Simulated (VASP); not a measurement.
Given:

```yaml
crystal:
  lattice:
    - [3.49998, 0.00000, 0.00000]
    - [-1.74999, 3.03107, 0.00000]
    - [0.00000, 0.00000, 6.40676]
  atoms:
    - { symbol: Ti, position: [0.00000, 0.00000, 0.00000] }
    - { symbol: Ti, position: [0.00000, 0.00000, 0.50000] }
    - { symbol: Si, position: [0.33333, 0.66667, 0.25000] }
    - { symbol: Si, position: [0.66667, 0.33333, 0.75000] }
```

The numbers are results of r2SCAN meta-GGA, VASP's PBE PAW potentials (set 64) (plane waves; VASP 6.6.1), not measurements. Run with 400 eV cut-off, 11×11×6 Γ-centred mesh, tetrahedra with Blöchl corrections, potentials Ti_sv Si.

What does the run give for the energy per atom (σ→0), band gap (over mesh and band path) with the smallest direct gap where there is one?

```
Quantity                                                               Value
----------------------------------  ----------------------------------------
band gap (over mesh and band path)  none (metal, semimetal or under 0.01 eV)
energy per atom (σ→0)                                        -11.268 eV/atom
```

Only differences to runs with the same potentials and settings are physical.

The structure was generated: TiSi was put into the NiAs type (P6_3/mmc), which need not be its known phase. It was relaxed first, which changed the volume by -18 %.
